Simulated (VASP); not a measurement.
Input of a VASP 6.6.1 run:

The input POSCAR:

```
CdS                                     
1.0
    0.0000000000      2.9687775098      2.9687775098
    2.9687775098     -0.0000000000      2.9687775098
    2.9687775098      2.9687775098     -0.0000000000
  Cd              S             
     1     1
Direct
     0.0000000000000000    1.0000000000000000    0.0000000000000000
     0.2500000000000000    0.2500000000000000    0.2500000000000000
```

INCAR.step1

```
ALGO     = Normal         # electronic algorithm
EDIFF    = 1E-8           # SCF threshold, eV
ENCUT    = 420            # plane-wave cutoff, eV
GGA      = PE             # functional
ISMEAR   = 0              # smearing method
KPAR     = 4            
LASPH    = True           # aspherical terms in the spheres
LCHARG   = False          # write CHGCAR
LREAL    = False          # projectors in reciprocal space
LWAVE    = True           # write WAVECAR
NELM     = 60             # most SCF steps
PREC     = Accurate       # precision mode
SIGMA    = 0.01           # smearing width, eV
```

The input INCAR.step2:

```
ALGO     = Exact          # electronic algorithm
EDIFF    = 1E-8           # SCF threshold, eV
ENCUT    = 420            # plane-wave cutoff, eV
GGA      = PE             # functional
ISMEAR   = 0              # smearing method
ISTART   = 1            
KPAR     = 4            
LASPH    = True           # aspherical terms in the spheres
LCHARG   = False          # write CHGCAR
LOPTICS  = True           # frequency-dependent dielectric function
LREAL    = False          # projectors in reciprocal space
LWAVE    = True           # write WAVECAR
NBANDS   = 149            # bands
NELM     = 1              # most SCF steps
PREC     = Accurate       # precision mode
SIGMA    = 0.01           # smearing width, eV
```

File INCAR.step3:

```
ALGO     = EVGW0          # electronic algorithm
EDIFF    = 1E-8           # SCF threshold, eV
ENCUT    = 420            # plane-wave cutoff, eV
ENCUTGW  = 140            # cutoff of the response function
GGA      = PE             # functional
ISMEAR   = 0              # smearing method
ISTART   = 1            
KPAR     = 4            
LASPH    = True           # aspherical terms in the spheres
LCHARG   = False          # write CHGCAR
LREAL    = False          # projectors in reciprocal space
LWAVE    = False          # write WAVECAR
NBANDS   = 149            # bands
NBANDSGW = 17           
NELMGW   = 1            
NOMEGA   = 60             # frequency points
PREC     = Accurate       # precision mode
PRECFOCK = Fast         
SIGMA    = 0.01           # smearing width, eV
```

The input KPOINTS:

```
k-points
0
Gamma
  6 6 6
```

Potentials or basis: VASP PAW PBE potentials, release 64 (Cd_GW, S_GW).

Run with:

```bash
$ cat potpaw_PBE.64/Cd_GW/POTCAR potpaw_PBE.64/S_GW/POTCAR > POTCAR
$ cp INCAR.step1 INCAR
$ mpirun -np 4 vasp_std > vasp.out
$ cp INCAR.step2 INCAR
$ mpirun -np 4 vasp_std > vasp.out
$ cp INCAR.step3 INCAR
$ mpirun -np 4 vasp_std > vasp.out
```

(1) Estimate the quasiparticle gap.

(2) Predict the least direct quasiparticle gap.

(3) Estimate the band gap on the k mesh, mean-field level.

Results:

(1) 1.84 eV.

(2) 1.84 eV.

(3) 1.02 eV, direct.

Caveat: bands, screening cutoff and mesh are small and nothing is extrapolated, so the quasiparticle values aren't converged.
